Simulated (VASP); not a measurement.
VASP runs on ScIr2 (space group Fd-3m) share one base input (PBEsol GGA, plane waves, VASP's PBE PAW potentials (set 64)) and change the settings named in each case.

### INCAR
```
ALGO = Normal
EDIFF = 1E-6
ENCUT = 300
GGA = PS
ISIF = 2
ISMEAR = -1
LASPH = .TRUE.
LCHARG = .FALSE.
LMAXMIX = 6
LREAL = .FALSE.
LWAVE = .FALSE.
NELM = 100
PREC = Accurate
SIGMA = 0.1
SYSTEM = ScIr2
```

File KPOINTS:
```
Automatic
0
gamma
 8 8 8
```

POSCAR:
```
ScIr2
1
    0.0000000000     3.6740000000     3.6740000000
    3.6740000000     0.0000000000     3.6740000000
    3.6740000000     3.6740000000     0.0000000000
Ir Sc
4 2
Direct
  0.6250000000   0.6250000000   0.6250000000
  0.1250000000   0.6250000000   0.6250000000
  0.6250000000   0.6250000000   0.1250000000
  0.6250000000   0.1250000000   0.6250000000
  0.0000000000   0.0000000000   0.0000000000
  0.2500000000   0.2500000000   0.2500000000
```

POTCAR, in this order: Ir Sc_sv (PBE.64 set). Program: vasp_std.

| change | E(σ→0) (eV/atom) | pressure (GPa) | −TS (eV) |
|---|---|---|---|
| base run | -9.4812 | -2.32 | -0.1368 |
| GGA removed, POTCAR Ir Sc_sv (LDA.64 set) | -9.8625 | -6.35 | -0.1357 |
| GGA_COMPAT = .FALSE., LNONCOLLINEAR = .TRUE., LSORBIT = .TRUE., MAGMOM = 0.0 0.0 0.0 0.0 0.0 0.0 0.0 0.0 0.0 0.0 0.0 0.0 0.0 0.0 0.0 0.0 0.0 0.0, program vasp_ncl | -9.7524 | -1.96 | -0.1448 |
| KPOINTS 4×4×4 Γ-centred mesh | -9.4764 | -2.24 | -0.1385 |
 Energies of different potentials or functionals have different zeros.  Unless said otherwise, spin-orbit coupling is left out, though it shifts the bands of the heavy elements here. At 300 eV the pressure can carry a Pulay error.

Left out are runs that ran out of time, are held back, or changed the cell or the kind of run, fixed moments of cells without a moment, rows past the twelfth, gaps on odd meshes, pressures of charged cells and columns that move by less than the noise.

The structure comes from a measured ScIr2 entry of the Crystallography Open Database, whose conditions weren't checked. The cell was not relaxed at this level.
